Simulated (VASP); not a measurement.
Consider the following.

```yaml
crystal:
  lattice:
    - [4.05953, 0.00000, 0.00000]
    - [0.00000, 4.05953, 0.00000]
    - [0.00000, 0.00000, 4.05953]
  atoms:
    - { symbol: K, position: [0.00000, 0.00000, 0.00000] }
    - { symbol: Ta, position: [0.50000, 0.50000, 0.50000] }
    - { symbol: O, position: [0.50000, 0.00000, 0.50000] }
    - { symbol: O, position: [0.00000, 0.50000, 0.50000] }
    - { symbol: O, position: [0.50000, 0.50000, 0.00000] }
```

These are RPBE GGA, VASP's PBE PAW potentials (set 64) (plane waves; VASP) values and carry that method's errors. Numerical set-up: 520 eV cut-off, Gaussian smearing of 0.050 eV, potentials K_sv Ta_pv O.

Unless said otherwise, spin-orbit coupling is left out, though it shifts the bands of the heavy elements here.

Task: Give the energies of bands 11 to 22 at the high-symmetry points, in eV from the valence-band maximum.

Result: 
| band | Γ | X | M | R |
|---|---|---|---|---|
| 11 | -2.43 | -5.24 | -5.34 | -5.39 |
| 12 | -2.43 | -2.39 | -5.17 | -5.15 |
| 13 | -2.43 | -2.39 | -4.23 | -5.15 |
| 14 | -0.97 | -2.29 | -2.62 | -3.71 |
| 15 | -0.97 | -2.29 | -2.62 | -3.71 |
| 16 | -0.97 | -1.99 | -1.73 | -3.71 |
| 17 | -0.63 | -1.36 | -1.35 | 0.00 |
| 18 | -0.63 | -0.83 | -1.35 | 0.00 |
| 19 | -0.63 | -0.83 | -0.03 | 0.00 |
| 20 | 2.10 | 2.24 | 4.73 | 6.03 |
| 21 | 2.10 | 4.70 | 4.73 | 6.03 |
| 22 | 2.10 | 4.70 | 5.93 | 6.03 |

The gap is indirect, 2.11 eV, from the valence maximum at R to the conduction minimum at Γ.

Measured: gap 3.64 eV (computed value off by -1.53 eV), as given by Burak Himmetoglu et al., Journal of Physics Condensed Matter (2016), arXiv:1601.06205.

The compound is KTaO3 in the cubic perovskite structure. It was relaxed first, which changed the volume by +5 %.
